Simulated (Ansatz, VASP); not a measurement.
# Cross-check of SnO (Romarchite) between VASP and Ansatz, part 2 of 2

Aim: how closely do two programs agree when they are given the same cell, functional and k mesh? The cell is taken from a series of runs on this material, whose earlier steps may have relaxed, scaled, displaced or heated it; both programs get it as it stands.

VASP 6.6.1 and Ansatz 0.2.0.

So far: The structure; Ansatz: zone-centre phonons, PBEsol with D3(BJ).

## (3) VASP: zone-centre phonons, PBEsol with D3(BJ)

Level of this step: PBEsol with D3(BJ); plane waves and PAW (O, Sn_d) (VASP).

The same cell, functional, mesh and smearing now go to VASP, with its own data sets.

Lines of VASP's logs that name or quote its potential files are left out, and so is its time.

Input file INCAR:

```
SYSTEM = SnO
PREC = Accurate
ENCUT = 600
EDIFF = 1E-08
NELM = 120
ISMEAR = 1
SIGMA = 0.2
LREAL = .FALSE.
ALGO = Normal
GGA = PS
IVDW = 12
NBANDS = 26
LORBIT = 11
LWAVE = .FALSE.
LCHARG = .FALSE.
ISIF = 2
IBRION = 6
NFREE = 2
POTIM = 0.015
NSW = 1
LASPH = .TRUE.
GGA_COMPAT = .FALSE.
KPAR = 2
```

Input file POSCAR:

```
SnO
1.0
    3.7688592128      0.0000000000      0.0000000000
    0.0000000000      3.7688592128      0.0000000000
    0.0000000000      0.0000000000      4.5606390788
O Sn
2 2
Direct
    0.0000000000      0.0000000000      0.0000000000
    0.5000000000      0.5000000000      0.0000000000
    0.5000000000      0.0000000000      0.2534189631
    0.0000000000      0.5000000000      0.7465810369
```

Input file KPOINTS:

```
Automatic mesh
0
Gamma
12 12 12
0 0 0
```

PAW data sets: O and Sn_d (PBE family, release 64).

Launch:

```bash
$ mpirun -np 2 vasp_std
```

Numbers of over 12 decimals in the logs are rounded to 6 here.

What it wrote:

```text
[banner, memory and clock lines left out]
running    2 mpi-ranks, on    1 nodes
 distrk:  each k-point on    1 cores,    2 groups
 distr:  one band on    1 cores,    1 groups

 POSCAR found type information on POSCAR O Sn
 POSCAR found :  2 types and       4 ions
|                                                                             |
|               ----> ADVICE to this user running VASP <----                  |
|                                                                             |
|     You enforced a specific xc type in the INCAR file but a different       |
|     [... a line on the potential file left out ...]
|     I HOPE YOU KNOW WHAT YOU ARE DOING!                                     |
|                                                                             |

 LDA part: xc-table for (Slater+PW92), standard interpolation
 POSCAR, INCAR and KPOINTS ok, starting setup
 FFT: planning ... GRIDC
 FFT: planning ... GRID_SOFT
 FFT: planning ... GRID
 WAVECAR not read
 entering main loop
       N       E                     dE             d eps       ncg     rms          rms(c)
DAV:   1     0.423610693450E+03    0.42361E+03   -0.22086E+04 10354   0.264E+03
DAV:   2     0.358253787824E+02   -0.38779E+03   -0.37704E+03 10680   0.582E+02
DAV:   3    -0.244039239587E+02   -0.60229E+02   -0.58945E+02 11842   0.194E+02
DAV:   4    -0.272727320644E+02   -0.28688E+01   -0.28538E+01 12054   0.439E+01
DAV:   5    -0.273356629810E+02   -0.62931E-01   -0.62857E-01 12418   0.706E+00    0.108E+01
DAV:   6    -0.242351075994E+02    0.31006E+01   -0.15377E+01 16900   0.461E+01    0.472E+00
DAV:   7    -0.242213602593E+02    0.13747E-01   -0.17760E+00 11784   0.854E+00    0.243E+00
DAV:   8    -0.242009071926E+02    0.20453E-01   -0.33506E-01 14496   0.404E+00    0.812E-01
DAV:   9    -0.241873245159E+02    0.13583E-01   -0.66159E-02 16050   0.290E+00    0.215E-01
DAV:  10    -0.241883225083E+02   -0.99799E-03   -0.85801E-03 15246   0.950E-01    0.139E-01
DAV:  11    -0.241879422285E+02    0.38028E-03   -0.20638E-03 15746   0.468E-01    0.213E-02
DAV:  12    -0.241879749910E+02   -0.32763E-04   -0.30168E-04 10722   0.103E-01    0.321E-02
DAV:  13    -0.241879650663E+02    0.99247E-05   -0.34060E-05 14990   0.491E-02    0.353E-03
DAV:  14    -0.241879649447E+02    0.12162E-06   -0.39379E-06 14520   0.133E-02    0.303E-03
DAV:  15    -0.241879650483E+02   -0.10362E-06   -0.21538E-07 13230   0.388E-03    0.217E-03
DAV:  16    -0.241879651216E+02   -0.73296E-07   -0.11158E-07 11744   0.310E-03    0.391E-04
DAV:  17    -0.241879651476E+02   -0.26031E-07   -0.10767E-08  6246   0.737E-04    0.123E-04
DAV:  18    -0.241879651368E+02    0.10768E-07   -0.12747E-09  5514   0.345E-04    0.462E-05
DAV:  19    -0.241879651406E+02   -0.37917E-08   -0.26416E-10  5482   0.209E-04
   1 F= -.25122891E+02 E0= -.25122345E+02  d E =-.163915E-02
[... from here on, the cycles between the ionic steps are left out ...]
   2 F= -.25121895E+02 E0= -.25121349E+02  d E =-.163734E-02
   3 F= -.25121895E+02 E0= -.25121349E+02  d E =-.163737E-02
   4 F= -.25122072E+02 E0= -.25121526E+02  d E =-.163999E-02
   5 F= -.25122072E+02 E0= -.25121526E+02  d E =-.164001E-02
   6 F= -.25122274E+02 E0= -.25121729E+02  d E =-.163398E-02
   7 F= -.25122274E+02 E0= -.25121729E+02  d E =-.163397E-02
   8 F= -.25122861E+02 E0= -.25122289E+02  d E =-.171763E-02
 Finite differences progress:
  Degree of freedom:   4/  4
  Displacement:        1/  2
  Total:               7/  8
 bond charge predicted
       N       E                     dE             d eps       ncg     rms          rms(c)
DAV:   1    -0.241734949130E+02    0.14384E-01   -0.43875E+00 11644   0.118E+01    0.412E-01
DAV:   2    -0.241853475754E+02   -0.11853E-01   -0.12385E-01 15172   0.264E+00    0.135E-01
DAV:   3    -0.241851758671E+02    0.17171E-03   -0.10731E-03 15400   0.921E-01    0.982E-02
DAV:   4    -0.241851220833E+02    0.53784E-04   -0.37917E-04 17128   0.607E-01    0.343E-02
DAV:   5    -0.241851422361E+02   -0.20153E-04   -0.20563E-04 11204   0.139E-01    0.685E-03
DAV:   6    -0.241851422590E+02   -0.22947E-07   -0.58943E-06 15224   0.303E-02    0.491E-03
DAV:   7    -0.241851421561E+02    0.10288E-06   -0.95166E-07 12690   0.175E-02    0.105E-03
DAV:   8    -0.241851422174E+02   -0.61236E-07   -0.14192E-07 15318   0.507E-03    0.680E-04
DAV:   9    -0.241851422452E+02   -0.27875E-07   -0.10826E-08  6054   0.277E-03    0.182E-04
DAV:  10    -0.241851422504E+02   -0.52078E-08   -0.88777E-09  5458   0.171E-03
   9 F= -.25120014E+02 E0= -.25119538E+02  d E =-.142772E-02
 Finite differences progress:
  Degree of freedom:   4/  4
  Displacement:        2/  2
  Total:               8/  8
```

From OUTCAR (step 3):

```text
ion  position               nearest neighbor table
   1  0.000  0.000  0.000-   3 2.21   4 2.21   4 2.21   3 2.21
   2  0.500  0.500  0.000-   3 2.21   4 2.21   3 2.21   4 2.21
   3  0.500  0.000  0.253-   1 2.21   2 2.21   2 2.21   1 2.21   4 3.49   4 3.49   4 3.49   4 3.49
                             4 3.53   4 3.53   4 3.53   4 3.53
   4  0.000  0.500  0.747-   1 2.21   2 2.21   1 2.21   2 2.21   3 3.49   3 3.49   3 3.49   3 3.49
                             3 3.53   3 3.53   3 3.53   3 3.53

  LATTYP: Found a simple tetragonal cell.
 ALAT       =     3.7688592128
 C/A-ratio  =     1.2100847554

 Subroutine GETGRP returns: Found 16 space group operations
 (whereof  8 operations were pure point group operations)

The static configuration has the point symmetry D_2d.
 The point group associated with its full space group is D_4h.

 Found    196 irreducible k-points:

   k-points           NKPTS =    196   k-points in BZ     NKDIM =    196   number of bands    NBANDS=     26

   dimension x,y,z NGX =    30 NGY =   30 NGZ =   36
   dimension x,y,z NGXF=    60 NGYF=   60 NGZF=   72

   ENCUT  =  600.0 eV  44.10 Ry    6.64 a.u.   7.53  7.53  9.11*2*pi/ulx,y,z

   NELECT =      40.0000    total number of electrons

 k-points in reciprocal lattice and weights: Automatic mesh
   0.00000000  0.00000000  0.00000000       0.001
   0.08333333  0.00000000  0.00000000       0.002
   0.16666667  0.00000000  0.00000000       0.002
   0.25000000  0.00000000  0.00000000       0.002
   0.33333333  0.00000000  0.00000000       0.002
   0.41666667  0.00000000  0.00000000       0.002
   0.50000000  0.00000000  0.00000000       0.001
   0.08333333  0.08333333  0.00000000       0.002
   0.16666667  0.08333333  0.00000000       0.005
[...]
25      13.9115      0.00000
    ...

 k-point     3 :       0.1667    0.0000    0.0000
  band No.  band energies     occupation
    ...
     16       1.5860      2.00000
     17       3.9345      2.00000
     18       4.3964      2.00000
     19       4.4084      2.00000
     20       7.9247      1.59043
     21      10.9433     -0.00000
     22      11.1214     -0.00000
     23      12.5536      0.00000
     24      13.5056      0.00000
     25      13.5593      0.00000
    ...

 k-point     4 :       0.2500    0.0000    0.0000
  band No.  band energies     occupation
    ...
     16       1.8059      2.00000
     17       3.6284      2.00000
     18       4.1006      2.00000
     19       4.2241      2.00000
     20       7.4357      2.00049
     21      10.7000     -0.00000
     22      11.7124     -0.00000
     23      12.7819      0.00000
     24      13.2856      0.00000
     25      13.8437      0.00000
    ...

 k-point     5 :       0.3333    0.0000    0.0000
  band No.  band energies     occupation
    ...
     16       2.1107      2.00000
     17       3.3854      2.00000
     18       3.7293      2.00000
     19       4.1644      2.00000
     20       6.6270      2.00000
     21      10.8865     -0.00000
     22      11.9297     -0.00000
     23      13.0863      0.00000
     24      13.4933      0.00000
     25      14.1978      0.00000
    ...

 Edisp (eV)   -0.93487

  Total       0.31955     0.31955     0.38192     0.00000     0.00000     0.00000
  in kB       7.90312     7.90312     9.44571     0.00000     0.00000     0.00000
  external pressure =        8.42 kB  Pullay stress =        0.00 kB

  energy-cutoff  :      600.00
  volume of cell :       64.78
      direct lattice vectors                 reciprocal lattice vectors
     3.768859213  0.000000000  0.000000000     0.265332278  0.000000000  0.000000000
     0.000000000  3.768859213  0.000000000     0.000000000  0.265332278  0.000000000
     0.000000000  0.000000000  4.560639079     0.000000000  0.000000000  0.219267516

 POSITION                                       TOTAL-FORCE (eV/Angst)
 -----------------------------------------------------------------------------------
      0.00000      0.00000      0.00000         0.000000      0.000000     -0.052440
      1.88443      1.88443      0.00000         0.000000      0.000000     -0.052440
      1.88443      0.00000      1.14075         0.000000      0.000000      0.290441
      0.00000      1.88443      3.40489         0.000000      0.000000     -0.185560
 -----------------------------------------------------------------------------------
    total drift:                                0.000000      0.000000      0.000590

  FREE ENERGIE OF THE ION-ELECTRON SYSTEM (eV)
  ---------------------------------------------------
  free  energy   TOTEN  =       -25.1200139154 eV

  energy  without entropy=      -25.1185861930  energy(sigma->0) =      -25.11953801

 Eigenvectors and eigenvalues of the dynamical matrix
 ----------------------------------------------------

   1 f  =   14.391165 THz    90.422358 2PiTHz  480.037603 cm-1    59.517051 meV
             X         Y         Z           dx          dy          dz
      0.000000  0.000000  0.000000     0.682988    0.175748    0.000000
      1.884430  1.884430  0.000000    -0.682988   -0.175748   -0.000000
      1.884430  0.000000  1.155752    -0.049765    0.012806    0.000000
      0.000000  1.884430  3.404887     0.049765   -0.012806    0.000000

   2 f  =   14.391165 THz    90.422358 2PiTHz  480.037603 cm-1    59.517051 meV
             X         Y         Z           dx          dy          dz
      0.000000  0.000000  0.000000     0.175748   -0.682988    0.000000
      1.884430  1.884430  0.000000    -0.175748    0.682988   -0.000000
      1.884430  0.000000  1.155752    -0.012806   -0.049765   -0.000000
      0.000000  1.884430  3.404887     0.012806    0.049765   -0.000000

   3 f  =   10.907295 THz    68.532556 2PiTHz  363.828200 cm-1    45.108927 meV
             X         Y         Z           dx          dy          dz
      0.000000  0.000000  0.000000     0.000000   -0.000000    0.663839
      1.884430  1.884430  0.000000     0.000000   -0.000000    0.663839
      1.884430  0.000000  1.155752    -0.000000    0.000000   -0.243551
      0.000000  1.884430  3.404887    -0.000000   -0.000000   -0.243551

   4 f  =   10.828528 THz    68.037648 2PiTHz  361.200814 cm-1    44.783173 meV
             X         Y         Z           dx          dy          dz
      0.000000  0.000000  0.000000    -0.000000    0.000000    0.707107
      1.884430  1.884430  0.000000     0.000000    0.000000   -0.707107
      1.884430  0.000000  1.155752    -0.000000    0.000000   -0.000000
      0.000000  1.884430  3.404887     0.000000   -0.000000   -0.000000

   5 f  =    8.551838 THz    53.732783 2PiTHz  285.258613 cm-1    35.367545 meV
             X         Y         Z           dx          dy          dz
      0.000000  0.000000  0.000000    -0.661915    0.048403   -0.000000
      1.884430  1.884430  0.000000    -0.661915    0.048403    0.000000
      1.884430  0.000000  1.155752     0.243330   -0.017794    0.000000
      0.000000  1.884430  3.404887     0.243330   -0.017794   -0.000000

   6 f  =    8.551838 THz    53.732783 2PiTHz  285.258613 cm-1    35.367545 meV
             X         Y         Z           dx          dy          dz
      0.000000  0.000000  0.000000    -0.048403   -0.661915    0.000000
      1.884430  1.884430  0.000000    -0.048403   -0.661915   -0.000000
      1.884430  0.000000  1.155752     0.017794    0.243330   -0.000000
      0.000000  1.884430  3.404887     0.017794    0.243330   -0.000000

   7 f  =    6.253936 THz    39.294641 2PiTHz  208.608862 cm-1    25.864191 meV
             X         Y         Z           dx          dy          dz
      0.000000  0.000000  0.000000     0.000000    0.000000   -0.000000
      1.884430  1.884430  0.000000     0.000000    0.000000   -0.000000
      1.884430  0.000000  1.155752    -0.000000   -0.000000    0.707107
      0.000000  1.884430  3.404887     0.000000    0.000000   -0.707107

   8 f  =    3.581281 THz    22.501855 2PiTHz  119.458690 cm-1    14.810983 meV
             X         Y         Z           dx          dy          dz
      0.000000  0.000000  0.000000    -0.037865    0.034739    0.000000
      1.884430  1.884430  0.000000     0.037865   -0.034739    0.000000
      1.884430  0.000000  1.155752    -0.519663   -0.476770    0.000000
      0.000000  1.884430  3.404887     0.519663    0.476770    0.000000

   9 f  =    3.581281 THz    22.501855 2PiTHz  119.458690 cm-1    14.810983 meV
             X         Y         Z           dx          dy          dz
      0.000000  0.000000  0.000000    -0.034739   -0.037865    0.000000
      1.884430  1.884430  0.000000     0.034739    0.037865   -0.000000
      1.884430  0.000000  1.155752    -0.476770    0.519663   -0.000000
      0.000000  1.884430  3.404887     0.476770   -0.519663   -0.000000

  10 f/i=    0.002350 THz     0.014764 2PiTHz    0.078379 cm-1     0.009718 meV
             X         Y         Z           dx          dy          dz
      0.000000  0.000000  0.000000    -0.000000   -0.000000   -0.243551
      1.884430  1.884430  0.000000    -0.000000   -0.000000   -0.243551
      1.884430  0.000000  1.155752    -0.000000   -0.000000   -0.663839
      0.000000  1.884430  3.404887    -0.000000   -0.000000   -0.663839

  11 f/i=    0.003679 THz     0.023119 2PiTHz    0.122734 cm-1     0.015217 meV
             X         Y         Z           dx          dy          dz
      0.000000  0.000000  0.000000    -0.218555    0.108443    0.000000
      1.884430  1.884430  0.000000    -0.218555    0.108443    0.000000
      1.884430  0.000000  1.155752    -0.594520    0.294990    0.000000
      0.000000  1.884430  3.404887    -0.594520    0.294990    0.000000

  12 f/i=    0.003679 THz     0.023119 2PiTHz    0.122734 cm-1     0.015217 meV
             X         Y         Z           dx          dy          dz
      0.000000  0.000000  0.000000    -0.108443   -0.218555    0.000000
      1.884430  1.884430  0.000000    -0.108443   -0.218555    0.000000
      1.884430  0.000000  1.155752    -0.294990   -0.594520    0.000000
      0.000000  1.884430  3.404887    -0.294990   -0.594520    0.000000

 ELASTIC MODULI CONTR FROM IONIC RELAXATION (kBar)
 Direction    XX          YY          ZZ          XY          YZ          ZX
 --------------------------------------------------------------------------------
 XX        -747.7769   -110.8966   -581.5825      0.0000     -0.0000     -0.0000
 YY        -110.8966   -747.7769   -581.5825      0.0000      0.0000      0.0000
 ZZ        -581.5825   -581.5825   -787.8156      0.0000     -0.0000     -0.0000
 XY           0.0000      0.0000      0.0000      0.0000      0.0000      0.0000
 YZ          -0.0000      0.0000     -0.0000      0.0000   -268.9100      0.0000
 ZX          -0.0000      0.0000     -0.0000      0.0000      0.0000   -268.9077
 --------------------------------------------------------------------------------

 total charge
# of ion       s       p       d       tot
------------------------------------------
    1        1.570   3.433   0.000   5.002
    2        1.570   3.433   0.000   5.002
    3        1.233   0.841  10.097  12.171
    4        1.233   0.841  10.097  12.171
--------------------------------------------------
tot          5.606   8.547  20.194  34.347

[... 1 further part left out ...]
```

Levels, forces or a CONTCAR printed for this step are those of its last displaced cell, not of the structure at rest.

## (4) Side by side

Known differences besides the potentials themselves: the cutoff is 420 eV in Ansatz and 600 eV in VASP; Ansatz makes its cores anew for this functional, VASP keeps those of its PBE data sets; Ansatz takes the dispersion share of the force constants at frozen C6 weights, VASP differentiates the full forces; VASP uses finite displacements, Ansatz perturbation theory. Total energies have different zeros and are not compared.

The two programs side by side:

```
                  quantity  Ansatz   VASP  difference
optical mode 1 to 2 (cm⁻¹)   118.0  119.5     -1.18 %
     optical mode 3 (cm⁻¹)   207.4  208.6     -0.57 %
optical mode 4 to 5 (cm⁻¹)   280.9  285.3     -1.55 %
     optical mode 6 (cm⁻¹)   357.7  361.2     -0.98 %
     optical mode 7 (cm⁻¹)   361.7  363.8     -0.57 %
optical mode 8 to 9 (cm⁻¹)   477.7  480.0     -0.49 %
```

Modes are paired by rising frequency, not by their patterns, so a pair may set unlike modes beside each other; they are those without the splitting of longitudinal modes.

## (5) Summary of results

| Item | Value |
| --- | --- |
| r.m.s. difference of the optical zone-centre modes, each program's sorted by frequency (zone-centre phonons, PBEsol with D3(BJ)) | 2.8 cm⁻¹ |
| difference in optical mode 4 to 5 (zone-centre phonons, PBEsol with D3(BJ)) | -1.5 % |

In words: The r.m.s. difference of the optical zone-centre modes, each program's sorted by frequency is 2.8 cm⁻¹ (zone-centre phonons, PBEsol with D3(BJ)). Among the rows given in per cent, the largest difference of the zone-centre phonons, PBEsol with D3(BJ) pair is in optical mode 4 to 5, -1.5 %. Such differences can come from data sets, numerical settings and the points named under the comparisons, not from the functional's error against experiment.

[Lines on the potential files, build, host, timing and source positions are cut from VASP's logs without a mark.]

[Logs are printed without paths, hosts, clocks, repeated set-up lines and the standing remarks that a program may print on its own settings, such as how far it seeks lower states.]

[Hosts, paths, dates, database ids (printed as entryN), source tags and the programs' standing remarks are cut or masked in the printed files.]
